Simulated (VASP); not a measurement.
**Which face does Rh expose?**

Aim: compare the low-index faces of Rh at one level of theory.

Main program and level: VASP 6.6.1; PBEsol; plane waves and PAW (Rh).

Report form: the programs' logs are mostly left out.

## 1. The starting structure

Symmetry: Fm-3m, No. 225, cubic system. Conventional cell: a = 3.800 Å, b = 3.800 Å, c = 3.800 Å, α = 90.00°, β = 90.00°, γ = 90.00°. Rh has 12 Rh at 2.69 Å nearest.

## 2. The bulk reference, job relaxation, k-mesh 17×17×17

The bulk crystal is relaxed first, so that the slabs are cut at this functional's lattice.

INCAR reads:

```
SYSTEM = Rh
PREC = Accurate
ENCUT = 420
EDIFF = 1E-06
NELM = 120
ISMEAR = 1
SIGMA = 0.15
LREAL = .FALSE.
ALGO = Normal
GGA = PS
NBANDS = 10
LASPH = .TRUE.
LORBIT = 11
LWAVE = .FALSE.
LCHARG = .FALSE.
KPAR = 4
IBRION = 2
NSW = 30
ISIF = 3
EDIFFG = -0.01
POTIM = 0.4
```

POSCAR reads:

```
Rh
1.0
    0.0000000000      1.9000000000      1.9000000000
    1.9000000000      0.0000000000      1.9000000000
    1.9000000000      1.9000000000      0.0000000000
Rh
1
Direct
    0.0000000000      0.0000000000      0.0000000000
```

KPOINTS reads:

```
Automatic mesh
0
Gamma
17 17 17
0 0 0
```

PAW data sets: Rh (PBE family, release 64).

Command:

```
$ mpirun -np 4 vasp_std
```

Wall time 22 s (4 MPI ranks of AMD EPYC 7R43, shared host); peak memory 0.44 GiB.

This run has no spin polarisation. Its electron count is odd, so without a moment it is a metal by construction. The PAW data sets were made with PBE, which is usual practice but a small mismatch for other functionals. The run keeps the 48 symmetry operations of its start, so it cannot find a distortion of lower symmetry.

The steps of the relaxation:

```csv
step,energy less that of the first step (eV),largest force (eV/Å),pressure (GPa),volume (Å³)
1,0.0000,0.0000,-5.78,13.72
2,0.0130,0.0000,12.27,12.95
3,-0.0051,0.0000,-0.06,13.44
```

```csv
"conventional cell, symmetrised",before,after,change
a (Å),3.800,3.774,-0.7 %
b (Å),3.800,3.774,-0.7 %
c (Å),3.800,3.774,-0.7 %
volume (Å³/atom),13.72,13.44,-2.0 %
```

The relaxed structure:

```xyz
1
Lattice="0.0000 1.8872 1.8872 1.8872 0.0000 1.8872 1.8872 1.8872 0.0000" Properties=species:S:1:pos:R:3 pbc="T T T"
Rh    0.0000    0.0000    0.0000
```

Numbers from this step:

| Item | Value |
| --- | --- |
| electronic cycles | 25 |
| electrons | 9 |
| free energy (TOTEN) | -8.158 eV |
| energy at zero smearing | -8.159 eV |
| Fermi energy | 12.02 eV |
| metallic | yes |

The run ended after 3 ionic steps, 0.005 eV below its first step, once forces and stress met EDIFFG = -0.01.

Energy at zero smearing: -8.15912 eV.

## 3. The bulk reference, job self-consistent run, k-mesh 21×21×21

INCAR reads:

```
SYSTEM = Rh
PREC = Normal
ENCUT = 320
EDIFF = 1E-06
NELM = 120
ISMEAR = 1
SIGMA = 0.15
LREAL = .FALSE.
ALGO = Fast
GGA = PS
NBANDS = 10
LASPH = .TRUE.
LORBIT = 11
LWAVE = .FALSE.
LCHARG = .FALSE.
KPAR = 4
```

POSCAR reads:

```
Rh
1.0
    0.0000000000      1.8872118265      1.8872118265
    1.8872118265      0.0000000000      1.8872118265
    1.8872118265      1.8872118265      0.0000000000
Rh
1
Direct
    0.0000000000      0.0000000000      0.0000000000
```

KPOINTS reads:

```
Automatic mesh
0
Gamma
21 21 21
0 0 0
```

Command:

```
$ mpirun -np 4 vasp_std
```

Wall time 6.4 s (4 MPI ranks); peak memory 0.36 GiB.

Numbers from this step:

```
electronic cycles       : 12
free energy (TOTEN)     : -8.160 eV
energy at zero smearing : -8.160 eV
Fermi energy            : 12.01 eV
```

Energy at zero smearing: -8.16035 eV.

The run ends at a pressure of -1.07 GPa.

## 4. Relaxing the slab, 7 atoms, face Rh(111)

System of this step: Rh(111). The cell holds 7 atoms: 7 Rh. Its edges and angles: a = 2.669 Å, b = 2.669 Å, c = 28.075 Å, α = 90.0°, β = 90.0°, γ = 60.0°. It derives from Rh. 7 layers of fcc Rh, cut at this functional's lattice. Vacuum lies along c.

All atoms relax at the fixed cell.

INCAR reads:

```
SYSTEM = Rh
PREC = Normal
ENCUT = 320
EDIFF = 1E-05
NELM = 120
ISMEAR = 1
SIGMA = 0.15
LREAL = .FALSE.
ALGO = Fast
GGA = PS
NBANDS = 39
LASPH = .TRUE.
LORBIT = 11
LWAVE = .FALSE.
LCHARG = .FALSE.
KPAR = 4
IBRION = 2
NSW = 40
ISIF = 2
EDIFFG = -0.03
POTIM = 0.4
MAXMIX = 40
```

POSCAR reads:

```
Rh
1.0
    2.6689205601      0.0000000000      0.0000000000
    1.3344602801      2.3113530057      0.0000000000
    0.0000000000      0.0000000000     28.0749870726
Rh
7
Direct
    0.0000000000      0.0000000000      0.2671417100
    0.3333333300      0.3333333300      0.3447611400
    0.6666666700      0.6666666700      0.4223805700
    0.0000000000      0.0000000000      0.5000000000
    0.3333333300      0.3333333300      0.5776194300
    0.6666666700      0.6666666700      0.6552388600
    0.0000000000      0.0000000000      0.7328582900
```

KPOINTS reads:

```
Automatic mesh
0
Gamma
15 15 1
0 0 0
```

Command:

```
$ mpirun -np 4 vasp_std
```

The job ended after 2 min (4 MPI ranks; peak memory 0.64 GiB; 8.1 min of CPU time).

The run keeps the 12 symmetry operations of its start, so it cannot find a distortion of lower symmetry.

Step by step:

```csv
step,energy less that of the first step (eV),largest force (eV/Å)
1,0.0000,0.3923
2,-0.0154,0.2080
3,-0.0197,0.0878
4,-0.0199,0.1115
5,-0.0209,0.0446
6,-0.0211,0.0536
7,-0.0211,0.0505
8,-0.0211,0.0498
9,-0.0216,0.0389
10,-0.0225,0.0290
```

The atoms that moved most (Å):

| atom | dx | dy | dz | length |
| --- | --- | --- | --- | --- |
| Rh7 | 0.000 | 0.000 | -0.045 | 0.045 |
| Rh1 | 0.000 | 0.000 | 0.045 | 0.045 |
| Rh3 | 0.000 | 0.000 | -0.017 | 0.017 |
| Rh5 | 0.000 | 0.000 | 0.017 | 0.017 |

Final coordinates:

```
Rh
1.0
     2.66892    0.00000    0.00000
     1.33446    2.31135    0.00000
     0.00000    0.00000   28.07499
Rh
7
Direct
  0.00000 0.00000 0.26874
  0.33333 0.33333 0.34468
  0.66667 0.66667 0.42177
  0.00000 0.00000 0.50000
  0.33333 0.33333 0.57823
  0.66667 0.66667 0.65532
  0.00000 0.00000 0.73126
```

This step gave:

```yaml
electronic_cycles: 64
electrons: 63
free_energy_toten: -55.2239 eV
energy_at_zero_smearing: -55.2252 eV
fermi_energy: 4.121 eV
```

The run ended after 10 ionic steps, 0.022 eV below its first step, once the forces on the free atoms met EDIFFG = -0.03.

## 5. Potential and states of the slab, 7 atoms, face Rh(111)

A static run writes the electrostatic potential without exchange and correlation (LVHAR), which is flat in the vacuum and gives the level to count from. The dipole correction cancels the field that unlike faces would set up across the vacuum.

INCAR reads:

```
SYSTEM = Rh
PREC = Normal
ENCUT = 320
EDIFF = 1E-06
NELM = 120
ISMEAR = 1
SIGMA = 0.15
LREAL = .FALSE.
ALGO = Fast
GGA = PS
NBANDS = 39
LASPH = .TRUE.
LORBIT = 11
LWAVE = .FALSE.
LCHARG = .TRUE.
KPAR = 4
IDIPOL = 3
LDIPOL = .TRUE.
DIPOL = 0.5 0.5 0.5
LVHAR = .TRUE.
LVACPOTAV = .TRUE.
NEDOS = 1500
```

POSCAR reads:

```
Rh
1.0
    2.6689205601      0.0000000000      0.0000000000
    1.3344602801      2.3113530057      0.0000000000
    0.0000000000      0.0000000000     28.0749870726
Rh
7
Direct
    0.0000000000      0.0000000000      0.2687354647
    0.3333333300      0.3333333300      0.3446757573
    0.6666666700      0.6666666700      0.4217669998
    0.0000000000      0.0000000000      0.5000000000
    0.3333333300      0.3333333300      0.5782330002
    0.6666666700      0.6666666700      0.6553242427
    0.0000000000      0.0000000000      0.7312645353
```

KPOINTS is that of step 4.

Command:

```
$ mpirun -np 4 vasp_std
```

Elapsed: 65 s, on 4 MPI ranks; peak memory 0.61 GiB.

Numbers from this step:

- electronic cycles: 32
- Fermi energy: 4.122 eV
- dipole moment: 0, 0, 0 e·Å
- vacuum levels: 9.42, 9.42 eV
- work functions of the upper and lower face: 5.298, 5.298 eV

The planar average of the electrostatic potential oscillates, so the rows of the table below give means over windows of 2.23 Å about each position, cut where the curve ends. Its maxima inside the range that stand out by 2 % of the span (Å: eV): 8.6: -0.961, 10.8: -0.871, 12.9: -0.350, 15.2: -0.350, 17.3: -0.871, 19.5: -0.961. Its minima: 7.6: -22.0, 9.7: -22.4, 11.8: -22.3, 14.0: -22.4, 16.3: -22.3, 18.4: -22.4, 20.5: -22.0.

Zero at the Fermi level. Table of planar average of the electrostatic potential by height; means over each step:

height (Å), planar average of the electrostatic potential (eV) and a bar from the least value:
```
     1.11        5.3 ##############################
     3.34        5.3 ##############################
     5.57        4.2 ############################
     7.80      -11.7 #
    10.03      -12.1 #
    12.26      -11.8 #
    14.49      -11.8 #
    16.72      -12.1 
    18.95      -12.4 
    21.18       -8.4 #######
    23.41        5.2 ##############################
    25.64        5.3 ##############################
    27.87        5.3 ##############################
```

Density of states in the PAW spheres, an atom over height of the layer and energy from the Fermi level.

Ten even steps from '_' (0.00 states/eV) to '@' (2.06 states/eV), each cell a mean:
```
##@@@@%%@@@@##
%%**++++++**%%
##**++**++**##
%%++==**==++%%
##++##**##++##
**==**++**==**
##++++**++++##
@@++******++@@
@@@@@@@@@@@@@@
##@@%%%%%%@@##
==****++****==
==++******++==
==++++++++++==
++**==**==**++
**%%******%%**
==@@%%##%%@@==
::##**++**##::
__::::::::::__
______________
______________
______________
______________
```
Columns: height of the layer (Å) from 7.5 to 20.5; rows upwards: energy from the Fermi level (eV) from -7.9 to 0.5.

Valence density in the ca plane at fractional y = 0.000, with atoms of Rh within 0.2 Å of it. It is the smooth field of the valence electrons, not physical close to the nuclei.

Ten steps, logarithmic in the rise over the least value, from '0' (0.0 e/Å³) to '9' (4.1 e/Å³), each cell a mean:
```
44433444446899864444433444456899752100000000
55444455545788754455444455446788642100000000
66544566544566544566544566544566532100000000
77655677644455444677655677644454431000000000
66655566644455544566555566544555431100000000
55544555545677654555544555545677542100000000
44443444445799764444434444456898742100000000
44433444446899864444433444457999852100000000
```
Columns run along c (16.0 Å, from fractional 0.34 to 0.91 of the cell), rows up along a (2.7 Å). Atoms in or near the plane, at fractional coordinates: Rh at (0.50, 0.00), Rh at (0.73, 0.00).

The map of layer states is cut here 0.5 eV above the Fermi level, so it leaves out the states above that.

The vacuum level lies 5.30 eV above the Fermi level at the upper face; both faces agree, as the slab has next to no dipole.

The program found no field-free point at its default tolerance, but its printed level agrees with the flat part of the planar average.

On this mesh the fine structure of the density of states is sampling noise, and high empty states may be cut by the number of bands.

## 6. Relaxing the slab, 7 atoms, face Rh(100)

INCAR reads:

```
SYSTEM = Rh
PREC = Normal
ENCUT = 320
EDIFF = 1E-05
NELM = 120
ISMEAR = 1
SIGMA = 0.15
LREAL = .FALSE.
ALGO = Fast
GGA = PS
NBANDS = 39
LASPH = .TRUE.
LORBIT = 11
LWAVE = .FALSE.
LCHARG = .FALSE.
KPAR = 4
IBRION = 2
NSW = 40
ISIF = 2
EDIFFG = -0.03
POTIM = 0.4
MAXMIX = 40
```

POSCAR reads:

```
Rh
1.0
    2.6689205601      0.0000000000      0.0000000000
    0.0000000000      2.6689205601      0.0000000000
    0.0000000000      0.0000000000     26.3232709590
Rh
7
Direct
    0.0000000000      0.0000000000      0.2849190000
    0.5000000000      0.5000000000      0.3566126700
    0.0000000000      0.0000000000      0.4283063300
    0.5000000000      0.5000000000      0.5000000000
    0.0000000000      0.0000000000      0.5716936700
    0.5000000000      0.5000000000      0.6433873300
    0.0000000000      0.0000000000      0.7150810000
```

KPOINTS reads:

```
Automatic mesh
0
Gamma
11 11 1
0 0 0
```

Command:

```
$ mpirun -np 4 vasp_std
```

Run time: 1.9 min. Hardware: 4 MPI ranks; peak memory 0.63 GiB.

The run keeps the 16 symmetry operations of its start, so it cannot find a distortion of lower symmetry.

The steps of the relaxation:

| step | energy less that of the first step (eV) | largest force (eV/Å) |
| --- | --- | --- |
| 1 | 0.0000 | 0.6446 |
| 2 | -0.0400 | 0.3174 |
| 3 | -0.0476 | 0.1153 |
| 4 | -0.0476 | 0.1295 |
| 5 | -0.0497 | 0.0753 |
| 6 | -0.0504 | 0.0767 |
| 7 | -0.0512 | 0.0597 |
| 8 | -0.0530 | 0.0288 |

The atoms that moved most (Å):

| atom | dx | dy | dz | length |
| --- | --- | --- | --- | --- |
| Rh1 | 0.000 | 0.000 | 0.065 | 0.065 |
| Rh7 | 0.000 | 0.000 | -0.065 | 0.065 |
| Rh2 | 0.000 | 0.000 | -0.012 | 0.012 |
| Rh6 | 0.000 | 0.000 | 0.012 | 0.012 |
| Rh5 | 0.000 | 0.000 | 0.010 | 0.010 |
| Rh3 | 0.000 | 0.000 | -0.010 | 0.010 |

The relaxed structure:

```
Rh
1.0
     2.66892    0.00000    0.00000
     0.00000    2.66892    0.00000
     0.00000    0.00000   26.32327
Rh
7
Direct
  0.00000 0.00000 0.28738
  0.50000 0.50000 0.35614
  0.00000 0.00000 0.42791
  0.50000 0.50000 0.50000
  0.00000 0.00000 0.57209
  0.50000 0.50000 0.64386
  0.00000 0.00000 0.71262
```

Numbers from this step:

```yaml
electronic_cycles: 65
free_energy_toten: -54.5763 eV
energy_at_zero_smearing: -54.5751 eV
fermi_energy: 3.468 eV
```

The run ended after 8 ionic steps, 0.053 eV below its first step, once the forces on the free atoms met EDIFFG = -0.03.

## 7. Potential and states of the slab, 7 atoms, face Rh(100)

INCAR reads:

```
SYSTEM = Rh
PREC = Normal
ENCUT = 320
EDIFF = 1E-06
NELM = 120
ISMEAR = 1
SIGMA = 0.15
LREAL = .FALSE.
ALGO = Fast
GGA = PS
NBANDS = 39
LASPH = .TRUE.
LORBIT = 11
LWAVE = .FALSE.
LCHARG = .TRUE.
KPAR = 4
IDIPOL = 3
LDIPOL = .TRUE.
DIPOL = 0.5 0.5 0.5
LVHAR = .TRUE.
LVACPOTAV = .TRUE.
NEDOS = 1500
```

POSCAR reads:

```
Rh
1.0
    2.6689205601      0.0000000000      0.0000000000
    0.0000000000      2.6689205601      0.0000000000
    0.0000000000      0.0000000000     26.3232709590
Rh
7
Direct
    0.0000000000      0.0000000000      0.2873795926
    0.5000000000      0.5000000000      0.3561413399
    0.0000000000      0.0000000000      0.4279078905
    0.5000000000      0.5000000000      0.5000000000
    0.0000000000      0.0000000000      0.5720921095
    0.5000000000      0.5000000000      0.6438586601
    0.0000000000      0.0000000000      0.7126204074
```

KPOINTS is that of step 6.

Command:

```
$ mpirun -np 4 vasp_std
```

Run time: 40 s. Hardware: 4 MPI ranks; peak memory 0.58 GiB.

This step gave:

| Property | Result |
| --- | --- |
| electronic cycles | 32 |
| Fermi energy | 3.469 eV |
| vacuum levels | 8.628, 8.628 eV |
| work functions of the upper and lower face | 5.159, 5.159 eV |

The planar average of the electrostatic potential oscillates, so the rows of the table below give means over windows of 1.87 Å about each position, cut where the curve ends. Its maxima inside the range that stand out by 2 % of the span (Å: eV): 8.4: -5.14, 10.3: -3.94, 12.2: -3.84, 14.1: -3.84, 16.0: -3.94, 17.9: -5.14. Its minima: 7.6: -18.4, 9.3: -18.8, 11.3: -18.7, 13.2: -18.7, 15.0: -18.7, 17.0: -18.8, 18.8: -18.4.

Zero at the Fermi level. Table of planar average of the electrostatic potential by height; means over each step:

height (Å), planar average of the electrostatic potential (eV) and a bar from the least value:
```
     0.94        5.2 ##############################
     2.81        5.2 ##############################
     4.68        5.1 ##############################
     6.54       -2.7 #################
     8.42      -12.7 
    10.29      -12.0 #
    12.16      -11.8 #
    14.03      -11.8 #
    15.90      -12.0 #
    17.77      -12.7 
    19.64       -4.4 ##############
    21.50        5.1 ##############################
    23.38        5.2 ##############################
    25.25        5.2 ##############################
```

Density of states in the PAW spheres, an atom over height of the layer and energy from the Fermi level.

Values in states/eV, 22 rows by 7 columns, each cell a mean:
```
1.62 1.85 1.85 1.77 1.85 1.85 1.62
1.65 1.29 1.21 1.45 1.21 1.29 1.65
1.88 1.17 0.95 1.25 0.95 1.17 1.88
1.90 1.22 1.10 1.03 1.10 1.22 1.90
1.81 1.18 1.71 1.24 1.71 1.18 1.81
1.82 0.94 1.29 1.45 1.29 0.94 1.82
1.60 0.93 0.99 1.19 0.99 0.93 1.60
1.94 1.21 1.29 1.39 1.29 1.21 1.94
1.60 1.95 1.95 1.86 1.95 1.95 1.60
1.29 1.59 1.94 1.60 1.94 1.59 1.29
0.90 1.09 1.28 1.32 1.28 1.09 0.90
1.07 1.16 1.27 1.25 1.27 1.16 1.07
1.15 1.42 0.98 1.11 0.98 1.42 1.15
1.06 1.47 0.97 1.33 0.97 1.47 1.06
1.19 1.95 1.32 1.36 1.32 1.95 1.19
0.59 1.89 1.88 1.50 1.88 1.89 0.59
0.35 1.32 1.38 1.24 1.38 1.32 0.35
0.12 0.46 0.57 0.60 0.57 0.46 0.12
0.03 0.10 0.08 0.05 0.08 0.10 0.03
0.03 0.10 0.11 0.10 0.11 0.10 0.03
0.01 0.03 0.04 0.04 0.04 0.03 0.01
0.01 0.02 0.04 0.04 0.04 0.02 0.01
```
Columns: height of the layer (Å) from 7.6 to 18.8; rows upwards: energy from the Fermi level (eV) from -7.9 to 0.5.

Valence density in the ca plane at fractional y = 0.000, with atoms of Rh within 0.2 Å of it. It is the smooth field of the valence electrons, not physical close to the nuclei.

Ten even steps from '0' (0.0 e/Å³) to '9' (4.1 e/Å³), each cell a mean:
```
85200001368520000025863100002587310000000000
43100000134310000013431000001343100000000000
11000000111100000001111000000111000000000000
00000000000000000000000000000000000000000000
10000000011100000001110000000111000000000000
32100000123210000012321000001232100000000000
64100001256410000024652100002465200000000000
96200001489620000026973100002698410000000000
```
Columns run along c (16.0 Å, from fractional 0.29 to 0.90 of the cell), rows up along a (2.7 Å). Atoms in or near the plane, at fractional coordinates: Rh at (0.43, 0.00), Rh at (0.57, 0.00), Rh at (0.71, 0.00).

The map of layer states is cut here 0.5 eV above the Fermi level, so it leaves out the states above that.

The vacuum level lies 5.16 eV above the Fermi level at the upper face; both faces agree, as the slab has next to no dipole.

The program found no field-free point at its default tolerance, but its printed level agrees with the flat part of the planar average.

On this mesh the fine structure of the density of states is sampling noise, and high empty states may be cut by the number of bands.

(Continued in part 2 of 2.)

[Lines on the potential files, build, host, timing and source positions are cut from VASP's logs without a mark.]

[Logs are printed without paths, hosts, clocks, repeated set-up lines and the standing remarks that a program may print on its own settings, such as how far it seeks lower states.]

[Hosts, paths, dates, database ids (printed as entryN), source tags and the programs' standing remarks are cut or masked in the printed files.]

[Runs that stopped without an error message from VASP are left out.]
